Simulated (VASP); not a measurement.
Output of a VASP run:

**OSZICAR**
```
...
   6 F= -.33539621E+03 E0= -.33539621E+03  d E =-.676311E-01
       N       E                     dE             d eps       ncg     rms          rms(c)
DAV:   1    -0.335398596475E+03   -0.23878E-02   -0.10565E-01   364   0.624E-01    0.183E-01
RMM:   2    -0.335399103020E+03   -0.50655E-03   -0.62052E-03   322   0.176E-01    0.667E-02
RMM:   3    -0.335399170212E+03   -0.67192E-04   -0.11066E-03   325   0.808E-02    0.298E-02
RMM:   4    -0.335399183235E+03   -0.13023E-04   -0.20374E-04   341   0.358E-02    0.160E-02
RMM:   5    -0.335399185923E+03   -0.26880E-05   -0.40870E-05   242   0.159E-02
   7 F= -.33539919E+03 E0= -.33539919E+03  d E =-.706056E-01
       N       E                     dE             d eps       ncg     rms          rms(c)
DAV:   1    -0.335406772951E+03   -0.75897E-02   -0.28779E-01   348   0.102E+00    0.285E-01
RMM:   2    -0.335408338267E+03   -0.15653E-02   -0.17106E-02   322   0.290E-01    0.107E-01
RMM:   3    -0.335408534323E+03   -0.19606E-03   -0.28712E-03   327   0.132E-01    0.507E-02
RMM:   4    -0.335408556903E+03   -0.22580E-04   -0.50313E-04   340   0.582E-02    0.257E-02
RMM:   5    -0.335408562269E+03   -0.53659E-05   -0.88382E-05   312   0.239E-02
   8 F= -.33540856E+03 E0= -.33540856E+03  d E =-.937635E-02
       N       E                     dE             d eps       ncg     rms          rms(c)
DAV:   1    -0.335408693363E+03   -0.13646E-03   -0.59426E-03   380   0.148E-01    0.412E-02
RMM:   2    -0.335408729140E+03   -0.35776E-04   -0.38103E-04   322   0.436E-02    0.155E-02
RMM:   3    -0.335408734378E+03   -0.52381E-05   -0.67470E-05   302   0.202E-02    0.820E-03
RMM:   4    -0.335408734840E+03   -0.46241E-06   -0.10956E-05   187   0.885E-03
   9 F= -.33540873E+03 E0= -.33540873E+03  d E =-.954892E-02
       N       E                     dE             d eps       ncg     rms          rms(c)
DAV:   1    -0.335410500965E+03   -0.17666E-02   -0.73604E-02   364   0.519E-01    0.139E-01
RMM:   2    -0.335410873283E+03   -0.37232E-03   -0.43452E-03   322   0.147E-01    0.547E-02
RMM:   3    -0.335410913195E+03   -0.39912E-04   -0.73786E-04   325   0.665E-02    0.259E-02
RMM:   4    -0.335410920525E+03   -0.73294E-05   -0.14657E-04   336   0.300E-02    0.134E-02
RMM:   5    -0.335410921875E+03   -0.13502E-05   -0.24296E-05   204   0.126E-02
  10 F= -.33541092E+03 E0= -.33541092E+03  d E =-.218703E-02
       N       E                     dE             d eps       ncg     rms          rms(c)
DAV:   1    -0.335410939111E+03   -0.18587E-04   -0.78548E-04   380   0.537E-02    0.143E-02
RMM:   2    -0.335410943731E+03   -0.46199E-05   -0.51478E-05   289   0.162E-02    0.562E-03
RMM:   3    -0.335410944391E+03   -0.65925E-06   -0.94366E-06   176   0.749E-03    0.319E-03
RMM:   4    -0.335410944486E+03   -0.95453E-07   -0.16572E-06   172   0.317E-03
  11 F= -.33541094E+03 E0= -.33541094E+03  d E =-.220965E-02
       N       E                     dE             d eps       ncg     rms          rms(c)
DAV:   1    -0.335411372891E+03   -0.42850E-03   -0.15097E-02   356   0.240E-01    0.603E-02
RMM:   2    -0.335411434445E+03   -0.61555E-04   -0.75073E-04   322   0.613E-02    0.240E-02
RMM:   3    -0.335411441921E+03   -0.74758E-05   -0.13683E-04   325   0.279E-02    0.110E-02
RMM:   4    -0.335411443413E+03   -0.14917E-05   -0.23986E-05   203   0.125E-02
  12 F= -.33541144E+03 E0= -.33541144E+03  d E =-.498927E-03
```

OUTCAR:
```
------------------------ aborting loop because EDIFF is reached ----------------------------------------
  FORCE on cell =-STRESS in cart. coord.  units (eV):
  Direction    XX          YY          ZZ          XY          YZ          ZX
  --------------------------------------------------------------------------------------
  Total        5.9984116      5.9865108      5.9974450     -0.0070151     -0.0055342     -0.0009225
  in kB        7.3458712      7.3312970      7.3446875     -0.0085909     -0.0067774     -0.0011297
  external PRESSURE =       7.3406186 kB  Pullay stress =       0.0000000 kB
  volume of cell :     1308.29
      direct lattice vectors                 reciprocal lattice vectors
    10.937074700  0.000000000  0.000000000     0.091432127  0.000000000  0.000000000
     0.000000000 10.937074700  0.000000000     0.000000000  0.091432127  0.000000000
     0.000000000  0.000000000 10.937074700     0.000000000  0.000000000  0.091432127
 POSITION                                       TOTAL-FORCE (eV/Angst)
 -----------------------------------------------------------------------------------
      5.46814     10.93413     10.93392        -0.002058     -0.002179      0.002491
      6.82837      1.38394      1.38496        -0.001857      0.007136      0.005412
      8.19891      2.73648      0.00118         0.001051     -0.003404     -0.000032
      9.54950      4.10692      1.38610        -0.000614     -0.002797      0.000971
      8.19782     10.93639      2.73724         0.001001     -0.000024     -0.001764
      9.54710      1.38585      4.10740         0.000504      0.001352     -0.000608
      0.00001     10.93702     10.93696        -0.000227     -0.004557     -0.001289
      1.36747      1.36677      1.36736         0.000247      0.000473      0.000622
      2.73699      2.73606     10.93342        -0.001665     -0.001990      0.000713
      4.10023      4.09970      1.37515        -0.000437     -0.003121      0.000036
      5.46829      5.46853     10.93544        -0.000461     -0.005699     -0.005453
      6.83532      6.83456      1.37861         0.001131      0.000441     -0.011535
      8.19916      8.19824     10.93580         0.001147      0.001756     -0.002829
      9.56960      9.56899      1.36708        -0.002411     -0.001513      0.000437
      2.73633     10.93186      2.73614        -0.000606      0.002268     -0.002593
      4.09963      1.37389      4.09940         0.004073      0.001970     -0.000198
      5.47945      2.77927      2.78026        -0.004562      0.000930      0.000035
      6.67754      4.25161      4.25273         0.006202      0.005650      0.004416
      8.15226      5.45202      2.78275        -0.001315      0.002276     -0.001771
      9.55714      6.83355      4.10004         0.011575      0.002164     -0.000097
      5.46848     10.93479      5.46830        -0.002165     -0.006810     -0.002246
      6.83696      1.37505      6.83637        -0.003553      0.000299     -0.003101
      8.15169      2.78232      5.45457         0.002490     -0.004388      0.000223
      9.55876      4.09957      6.83475         0.002662     -0.001562      0.001677
      8.20047     10.93269      8.19955         0.000949      0.001400      0.001149
      9.56948      1.36664      9.56920        -0.001421      0.000657     -0.002351
     10.93520      5.46773     10.93358         0.001221     -0.006046      0.001984
      1.38526      6.82797      1.38368         0.008172     -0.003630      0.011497
      2.73781      8.19733     10.93629        -0.002812      0.001298      0.000874
      4.10772      9.54738      1.38494        -0.000929     -0.000276      0.005121
     10.93370      2.73578      2.73733         0.000877     -0.000488     -0.004629
      1.37573      4.09928      4.10055         0.001647     -0.002439     -0.003461
      2.77986      5.47875      2.77991         0.002233     -0.002700      0.000897
      4.25183      6.67718      4.25260         0.004976      0.006802      0.003036
      5.45299      8.15151      2.78278         0.003146     -0.004422     -0.000298
      6.83416      9.55557      4.10110         0.004143      0.010948     -0.003399
     10.93449     10.93549      5.46756         0.000115     -0.001560     -0.003239
      1.38652      1.38421      6.82808         0.003524      0.005626     -0.003121
      2.78208      2.78001      5.47977        -0.002307     -0.001245     -0.002791
      4.25620      4.25109      6.67738        -0.004693      0.006976      0.005554
      6.67998      6.67657      6.67706         0.002724      0.008025      0.009393
      8.15330      8.15145      5.48148        -0.001808     -0.003822     -0.002912
      9.55020      9.54724      6.82861        -0.005522     -0.003814      0.001964
      2.73806     10.93606      8.19795        -0.002620      0.001718      0.000702
      4.10787      1.38531      9.54806        -0.004346      0.003626     -0.005099
      5.45571      2.78132      8.15251         0.000506     -0.003062      0.001147
      6.83551      4.10030      9.55843         0.000274     -0.005352      0.002397
      8.15278      5.48009      8.15189         0.000908     -0.001393      0.001091
      9.54798      6.82824      9.54842        -0.003003      0.000290     -0.007943
      0.00057      8.19740      2.73656         0.000964      0.001476     -0.002415
      1.38494      9.54804      4.10761         0.005751     -0.004442     -0.003181
     10.93636      5.46793      5.46825         0.001082     -0.001641     -0.001496
      1.37920      6.83373      6.83599        -0.013935      0.002343     -0.004095
      2.78213      8.15186      5.45358         0.002539     -0.005107      0.002535
      4.10207      9.55513      6.83445        -0.006299      0.011177      0.000801
      0.00163      2.73583      8.19811         0.000195     -0.001455      0.002561
...
```
(Selected blocks of OUTCAR.)

POSCAR:
```
BSi63
1
   10.9370747000     0.0000000000     0.0000000000
    0.0000000000    10.9370747000     0.0000000000
   -0.0000000000    -0.0000000000    10.9370747000
Si B
63 1
Direct
  0.5000000000   0.0000000000   0.0000000000
  0.6250000000   0.1250000000   0.1250000000
  0.7500000000   0.2500000000   0.0000000000
  0.8750000000   0.3750000000   0.1250000000
  0.7500000000   0.0000000000   0.2500000000
  0.8750000000   0.1250000000   0.3750000000
  0.0000000000   0.0000000000   0.0000000000
  0.1250000000   0.1250000000   0.1250000000
  0.2500000000   0.2500000000   0.0000000000
  0.3750000000   0.3750000000   0.1250000000
  0.5000000000   0.5000000000   0.0000000000
  0.6250000000   0.6250000000   0.1250000000
  0.7500000000   0.7500000000   0.0000000000
  0.8750000000   0.8750000000   0.1250000000
  0.2500000000   0.0000000000   0.2500000000
  0.3750000000   0.1250000000   0.3750000000
  0.5000000000   0.2500000000   0.2500000000
  0.6205650000   0.3716820000   0.3763380000
  0.7500000000   0.5000000000   0.2500000000
  0.8750000000   0.6250000000   0.3750000000
  0.5000000000   0.0000000000   0.5000000000
  0.6250000000   0.1250000000   0.6250000000
  0.7500000000   0.2500000000   0.5000000000
  0.8750000000   0.3750000000   0.6250000000
  0.7500000000   0.0000000000   0.7500000000
  0.8750000000   0.1250000000   0.8750000000
  0.0000000000   0.5000000000   0.0000000000
  0.1250000000   0.6250000000   0.1250000000
  0.2500000000   0.7500000000   0.0000000000
  0.3750000000   0.8750000000   0.1250000000
  0.0000000000   0.2500000000   0.2500000000
  0.1250000000   0.3750000000   0.3750000000
  0.2500000000   0.5000000000   0.2500000000
  0.3707220000   0.6222230000   0.3728170000
  0.5000000000   0.7500000000   0.2500000000
  0.6250000000   0.8750000000   0.3750000000
  0.0000000000   0.0000000000   0.5000000000
  0.1250000000   0.1250000000   0.6250000000
  0.2500000000   0.2500000000   0.5000000000
  0.3782640000   0.3704940000   0.6215440000
  0.6276300000   0.6222560000   0.6244680000
  0.7500000000   0.7500000000   0.5000000000
  0.8750000000   0.8750000000   0.6250000000
  0.2500000000   0.0000000000   0.7500000000
  0.3750000000   0.1250000000   0.8750000000
  0.5000000000   0.2500000000   0.7500000000
  0.6250000000   0.3750000000   0.8750000000
  0.7500000000   0.5000000000   0.7500000000
  0.8750000000   0.6250000000   0.8750000000
  0.0000000000   0.7500000000   0.2500000000
  0.1250000000   0.8750000000   0.3750000000
  0.0000000000   0.5000000000   0.5000000000
  0.1250000000   0.6250000000   0.6250000000
  0.2500000000   0.7500000000   0.5000000000
  0.3750000000   0.8750000000   0.6250000000
  0.0000000000   0.2500000000   0.7500000000
  0.1250000000   0.3750000000   0.8750000000
  0.2500000000   0.5000000000   0.7500000000
  0.3750000000   0.6250000000   0.8750000000
  0.5000000000   0.7500000000   0.7500000000
  0.6250000000   0.8750000000   0.8750000000
  0.0000000000   0.7500000000   0.7500000000
  0.1250000000   0.8750000000   0.8750000000
  0.4980750000   0.5003670000   0.4964480000
```

Write an INCAR and KPOINTS that could have produced this output.

Several could match; the one computed here: the input of the run itself, PBE GGA, plane waves, VASP's PBE PAW potentials (set 64).

INCAR:
```
! general
SYSTEM=BSi63
PREC  =Normal
ENCUT =400
LREAL =Auto
LASPH =.TRUE.
ISYM  =0
NELECT=256.0

! electronic loop
EDIFF =1E-5
NELM  =100
NELMIN=4
ALGO  =Fast

! smearing
ISMEAR=0
SIGMA =0.05

! functional
GGA   =PE

! ions
IBRION=2
NSW   =60
ISIF  =2
EDIFFG=-0.03

! output
LWAVE =.TRUE.
LCHARG=.FALSE.
```

KPOINTS:
```
Automatic mesh
0
Gamma
1 1 1
0 0 0
```

POTCAR, in this order: Si B (PBE.64 set). Program: vasp_gam.

At this cut-off the stress carries a Pulay error, which pulls relaxed volumes low. The cell is charged, with a uniform compensating background. The supercell is sampled at Γ alone, which is coarse: total energies, pressure and levels can be off, energies of defects by several tenths of an eV.

The cell is a supercell with a defect, built from Si (diamond): B_Si, charge -1. The run is not spin-polarised, so no state with unpaired spins was tried.
